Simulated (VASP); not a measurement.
These are optB86b-vdW, VASP's PBE PAW potentials (set 64) (plane waves; VASP) values and carry that method's errors.

A VASP calculation is set up with these files.

INCAR:
```
PARAM1  =  0.1234
ENCUT  =  520   ! plane-wave cut-off (eV)
LORBIT  =  11   ! lm-projected
AGGAC  =  0.0
LUSE_VDW  =  .TRUE.
ISMEAR  =  0   ! Gaussian
PREC  =  Accurate
EDIFF  =  1E-7   ! SCF stop (eV)
ICHARG  =  11   ! fixed density
SIGMA  =  0.05
SYSTEM  =  Tc
LREAL  =  .FALSE.   ! projection in real space or not
LMAXMIX  =  4
LASPH  =  .TRUE.   ! aspherical one-centre terms
ALGO  =  Normal
GGA  =  MK
NELM  =  100   ! most electronic steps
LCHARG  =  .FALSE.
PARAM2  =  1.0
LWAVE  =  .FALSE.
```

KPOINTS:
```
k-points along high-symmetry lines
10
Line-mode
Reciprocal
  0.000000   0.000000   0.000000 ! GAMMA
 -0.000000   0.500000   0.000000 ! M

 -0.000000   0.500000   0.000000 ! M
 -0.333333   0.666667   0.000000 ! K

 -0.333333   0.666667   0.000000 ! K
  0.000000   0.000000   0.000000 ! GAMMA

  0.000000   0.000000   0.000000 ! GAMMA
  0.000000   0.000000   0.500000 ! A

  0.000000   0.000000   0.500000 ! A
 -0.000000   0.500000   0.500000 ! L

 -0.000000   0.500000   0.500000 ! L
 -0.333333   0.666667   0.500000 ! H

 -0.333333   0.666667   0.500000 ! H
  0.000000   0.000000   0.500000 ! A

 -0.000000   0.500000   0.500000 ! L
 -0.000000   0.500000   0.000000 ! M

 -0.333333   0.666667   0.500000 ! H
 -0.333333   0.666667   0.000000 ! K
```

File POSCAR:
```
Tc
1
    1.3680538017    -2.3695390840    -0.0000000000
    1.3680538017     2.3695390840    -0.0000000000
   -0.0000000000    -0.0000000000     4.3785664516
Tc
2
Direct
  0.3333330000   0.6666670000   0.2500000000
  0.6666670000   0.3333330000   0.7500000000
```

POTCAR, in this order: Tc_pv (PBE.64 set). Program: vasp_std. Read from the step before: CHGCAR.

Output of the run:

File OUTCAR:
```
 ion  position               nearest neighbor table
   1  0.333  0.667  0.250-   2 2.70   2 2.70   2 2.70   2 2.70   2 2.70   2 2.70
   2  0.667  0.333  0.750-   1 2.70   1 2.70   1 2.70   1 2.70   1 2.70   1 2.70
  LATTYP: Found a hexagonal cell.
 ALAT       =     2.7361079429
 C/A-ratio  =     1.6002900993
 Subroutine PRICEL returns:
 Original cell was already a primitive cell.
 Subroutine GETGRP returns: Found 24 space group operations
The static configuration has the point symmetry D_3d.
 The point group associated with its full space group is D_6h.
The dynamic configuration has the point symmetry D_3d.
 Subroutine INISYM returns: Found 24 space group operations
   k-points           NKPTS =     90   k-points in BZ     NKDIM =     90   number of bands    NBANDS=     17
   number of dos      NEDOS =    301   number of ions     NIONS =      2
   total plane-waves  NPLWV =  14400
   dimension x,y,z NGX =    20 NGY =   20 NGZ =   36
   dimension x,y,z NGXF=    40 NGYF=   40 NGZF=   72
   ions per type =               2
   PREC   = accura    normal or accurate (medium, high low for compatibility)
   ISTART =      0    job   : 0-new  1-cont  2-samecut
   ICHARG =     11    charge: 1-file 2-atom 10-const
   ISPIN  =      1    spin polarized calculation?
   LNONCOLLINEAR =      F non collinear calculations
   LSORBIT =      F    spin-orbit coupling
...
```

### OSZICAR
```
       N       E                     dE             d eps       ncg     rms          rms(c)
DAV:   1     0.315529736324E+03    0.31553E+03   -0.17119E+04  3100   0.162E+03
DAV:   2    -0.739343877837E+01   -0.32292E+03   -0.31925E+03  3398   0.456E+02
DAV:   3    -0.153800993550E+02   -0.79867E+01   -0.76816E+01  3697   0.801E+01
DAV:   4    -0.154502837163E+02   -0.70184E-01   -0.70051E-01  3260   0.767E+00
DAV:   5    -0.154509502909E+02   -0.66657E-03   -0.66649E-03  3560   0.712E-01
DAV:   6    -0.154509593466E+02   -0.90557E-05   -0.90565E-05  3445   0.778E-02
DAV:   7    -0.154509595514E+02   -0.20479E-06   -0.20558E-06  3578   0.972E-03
DAV:   8    -0.154509595566E+02   -0.51868E-08   -0.42977E-08  2198   0.134E-03
   1 F= -.15450960E+02 E0= -.15448004E+02  d E =-.591020E-02
```

File OUTCAR:
```
 val. band max:       12.5957528038   @ k =  -0.3333   0.6667   0.5000

 cond. band min:      12.6252010145   @ k =  -0.3333   0.6667   0.1111



 k-point     1 :       0.0000    0.0000    0.0000
  band No.  band energies     occupation
      1     -26.7492      2.00000
      2     -25.6089      2.00000
      3     -25.6089      2.00000
      4     -25.4153      2.00000
      5     -25.4153      2.00000
      6     -25.3742      2.00000
      7       5.3678      2.00000
      8       7.2364      2.00000
      9      11.1260      2.00000
     10      11.1260      2.00000
     11      11.2168      2.00000
     12      11.8559      2.00000
     13      11.8560      2.00000
     14      12.5447      1.96305
     15      12.5447      1.96297
     16      14.4777      0.00000
     17      15.2527      0.00000

 k-point     2 :       0.0000    0.0556    0.0000
  band No.  band energies     occupation
      1     -26.7362      2.00000
      2     -25.6381      2.00000
      3     -25.6185      2.00000
      4     -25.4458      2.00000
      5     -25.4193      2.00000
      6     -25.3797      2.00000
      7       5.4859      2.00000
      8       7.3331      2.00000
      9      10.8355      2.00000
     10      11.2265      2.00000
     11      11.4726      2.00000
     12      11.7923      2.00000
     13      11.9497      2.00000
     14      12.4072      2.00000
     15      12.4635      1.99999
     16      13.6803      0.00000
     17      15.3051      0.00000

 k-point     3 :       0.0000    0.1111    0.0000
  band No.  band energies     occupation
      1     -26.6982      2.00000
      2     -25.7225      2.00000
      3     -25.6457      2.00000
      4     -25.5327      2.00000
      5     -25.4312      2.00000
      6     -25.3964      2.00000
      7       5.8263      2.00000
      8       7.5985      2.00000
      9      10.4609      2.00000
     10      11.5235      2.00000
     11      11.5817      2.00000
     12      11.8333      2.00000
...
```

The density is held fixed in this step, so its total energy and stress have no physical meaning.

The compound is Tc in the hcp structure. It was relaxed first.
